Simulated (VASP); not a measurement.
Here is the system:

```xyz
3
Lattice="1.5410 -2.6691 0.0000 1.5410 2.6691 0.0000 0.0000 0.0000 3.4967" Properties=species:S:1:pos:R:3 pbc="T T T"
Mg     3.0820     0.0000     0.0000
B      1.5410     0.8897     1.7483
B      1.5410    -0.8897     1.7483
```

The numbers are results of TPSS meta-GGA, VASP's PBE PAW potentials (set 64) (plane waves; VASP), not measurements. Numerical set-up: 520 eV cut-off, 13×13×10 Γ-centred mesh, tetrahedra with Blöchl corrections, potentials Mg B.

Question: What does the run give for the energy per atom (σ→0), band gap (over mesh and band path) with the smallest direct gap where there is one?

Answer: 
```
Property                                                               Value
----------------------------------  ----------------------------------------
band gap (over mesh and band path)  none (metal, semimetal or under 0.01 eV)
energy per atom (σ→0)                                         -7.170 eV/atom
```

The compound is MgB2 in the AlB2 type structure. It was relaxed first.
